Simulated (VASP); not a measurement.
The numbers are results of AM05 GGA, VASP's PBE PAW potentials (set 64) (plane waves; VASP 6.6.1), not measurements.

VASP input:

### INCAR
```
# general
SYSTEM =CdF2
PREC   =Accurate
ENCUT  =520   # plane-wave cut-off (eV)
LREAL  =.FALSE.
LASPH  =.TRUE.

# electronic loop
EDIFF  =1E-7   # SCF stop (eV)
NELM   =100   # most electronic steps
ALGO   =Normal   # blocked Davidson
LMAXMIX=4

# smearing
ISMEAR =0   # Gaussian
SIGMA  =0.05   # width (eV)

# functional
GGA    =AM   # AM05

# ions
ISIF   =2   # forces and stress, cell fixed

# output
LWAVE  =.FALSE.
LCHARG =.FALSE.
```

KPOINTS:
```
Automatic
0
Gamma
7 7 7
```

POSCAR:
```
CdF2
3.7523910
  0.0000000000   0.7071067571   0.7071067571
  0.7071067571   0.0000000000   0.7071067571
  0.7071067571   0.7071067571   0.0000000000
Cd F
1 2
Cart
  1.4142135143   1.4142135143   1.4142135143
  0.3535533786   0.3535533786   0.3535533786
  1.0606601357   1.0606601357   1.0606601357
```

POTCAR, in this order: Cd F (PBE.64 set). Program: vasp_std.

The run wrote:

### OSZICAR
```
       N       E                     dE             d eps       ncg     rms          rms(c)
DAV:   1     0.201147120169E+03    0.20115E+03   -0.15987E+04   696   0.156E+03
DAV:   2    -0.404494644619E+01   -0.20519E+03   -0.20040E+03   740   0.386E+02
DAV:   3    -0.122861842594E+02   -0.82412E+01   -0.82223E+01   742   0.876E+01
DAV:   4    -0.123235247131E+02   -0.37340E-01   -0.37333E-01   780   0.592E+00
DAV:   5    -0.123236512158E+02   -0.12650E-03   -0.12650E-03   767   0.297E-01    0.106E+01
DAV:   6    -0.109528747940E+02    0.13708E+01   -0.40345E+00   885   0.395E+01    0.816E+00
DAV:   7    -0.109802248798E+02   -0.27350E-01   -0.69387E-01   685   0.876E+00    0.476E+00
DAV:   8    -0.109746833450E+02    0.55415E-02   -0.13452E-01   746   0.393E+00    0.642E-01
DAV:   9    -0.109669774124E+02    0.77059E-02   -0.34345E-02   866   0.256E+00    0.884E-02
DAV:  10    -0.109676165043E+02   -0.63909E-03   -0.30719E-03   701   0.621E-01    0.969E-02
DAV:  11    -0.109677101323E+02   -0.93628E-04   -0.98988E-05   766   0.128E-01    0.386E-02
DAV:  12    -0.109677383540E+02   -0.28222E-04   -0.71149E-05   700   0.754E-02    0.186E-02
DAV:  13    -0.109677415420E+02   -0.31880E-05   -0.67898E-06   730   0.294E-02    0.409E-03
DAV:  14    -0.109677416435E+02   -0.10149E-06   -0.34089E-07   689   0.521E-03    0.174E-03
DAV:  15    -0.109677416414E+02    0.20746E-08   -0.13066E-07   546   0.348E-03
   1 F= -.10967742E+02 E0= -.10967742E+02  d E =-.400043E-22
```

**OUTCAR**
```
------------------------ aborting loop because EDIFF is reached ----------------------------------------
  FORCE on cell =-STRESS in cart. coord.  units (eV):
  Direction    XX          YY          ZZ          XY          YZ          ZX
  --------------------------------------------------------------------------------------
  Total        1.7421063      1.7421063      1.7421063      0.0000000      0.0000000      0.0000000
  in kB       74.7095340     74.7095340     74.7095340      0.0000000      0.0000000      0.0000000
  external PRESSURE =      74.7095340 kB  Pullay stress =       0.0000000 kB
  volume of cell :       37.36
      direct lattice vectors                 reciprocal lattice vectors
     0.000000000  2.653341032  2.653341032    -0.188441664  0.188441664  0.188441664
     2.653341032  0.000000000  2.653341032     0.188441664 -0.188441664  0.188441664
     2.653341032  2.653341032  0.000000000     0.188441664  0.188441664 -0.188441664
 POSITION                                       TOTAL-FORCE (eV/Angst)
 -----------------------------------------------------------------------------------
      0.00000      0.00000      0.00000         0.000000      0.000000     -0.000000
      1.32667      1.32667      1.32667        -0.000000     -0.000000     -0.000000
      3.98001      3.98001      3.98001         0.000000      0.000000      0.000000
 -----------------------------------------------------------------------------------
    total drift:                                0.000000      0.000000      0.000000
  FREE ENERGIE OF THE ION-ELECTRON SYSTEM (eV)
  ---------------------------------------------------
  free  energy   TOTEN  =       -10.9677416414 eV

  energy  without entropy=      -10.9677416414  energy(sigma->0) =      -10.96774164
```
(Selected blocks of OUTCAR.)

The compound is CdF2 in the fluorite structure. This cell is one point of a volume scan, at 0.94 of the reference volume.
